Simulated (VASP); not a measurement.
A convergence study with VASP on GaAs (zinc blende): a few settings are varied, all else stays as given below, so the limit is that of these other settings. The cell's lengths are 1 % over those of the tabulated start and one atom is moved, so it is off equilibrium.

```xyz
2
Lattice="0.0000 2.8533 2.8533 2.8533 0.0000 2.8533 2.8533 2.8533 0.0000" Properties=species:S:1:pos:R:3 pbc="T T T"
Ga     0.0000     0.0000     0.0000
As     1.4872     1.4266     1.4266
```

Calculation: PBEsol GGA, VASP's PBE PAW potentials (set 64) (plane waves; VASP 6.6.1). The last row used: 900 eV cut-off, 7×7×7 Γ-centred mesh, Gaussian smearing of 0.050 eV, potentials Ga_d As_d.

Gaps are read on the run's mesh, which can miss a band edge. Energies of different potentials or hybrids have different zeros.

```tsv
setting	E (eV/atom)	pressure (GPa)	gap on the mesh (eV)	plane waves
ENCUT = 300, POTCAR Ga_d As	-4.5300	-1.49	0.074	559
ENCUT = 400, POTCAR Ga_d As	-4.5294	-1.62	0.074	869
ENCUT = 520, POTCAR Ga_d As	-4.5301	-1.42	0.075	1267
ENCUT = 700, POTCAR Ga_d As	-4.5301	-1.43	0.075	1968
ENCUT = 900, POTCAR Ga_d As	-4.5301	-1.42	0.075	2863
ENCUT = 300, POTCAR Ga As	-4.5247	-0.78	0.129	559
ENCUT = 400, POTCAR Ga As	-4.5249	-0.79	0.129	869
ENCUT = 520, POTCAR Ga As	-4.5251	-0.77	0.129	1267
ENCUT = 700, POTCAR Ga As	-4.5252	-0.77	0.129	1968
ENCUT = 900, POTCAR Ga As	-4.5252	-0.77	0.129	2863
ENCUT = 300, POTCAR Ga_h As	-4.2426	-46.75	0.090	559
ENCUT = 400, POTCAR Ga_h As	-4.5235	-2.47	0.070	869
ENCUT = 520, POTCAR Ga_h As	-4.5257	-1.71	0.070	1267
ENCUT = 700, POTCAR Ga_h As	-4.5262	-1.36	0.073	1968
ENCUT = 900, POTCAR Ga_h As	-4.5262	-1.37	0.073	2863
ENCUT = 300, POTCAR Ga_d As_d	-4.5404	-1.64	0.071	559
ENCUT = 400, POTCAR Ga_d As_d	-4.5402	-1.84	0.071	869
ENCUT = 520, POTCAR Ga_d As_d	-4.5411	-1.54	0.071	1267
ENCUT = 700, POTCAR Ga_d As_d	-4.5412	-1.55	0.071	1968
ENCUT = 900, POTCAR Ga_d As_d	-4.5413	-1.54	0.071	2863
```

Left out are rungs that failed or repeat a setting and relaxations that didn't move; long series are thinned to 24 rows.

The compound is GaAs in the zinc blende structure. The cell was not relaxed at this level, it is distorted from the ideal structure.
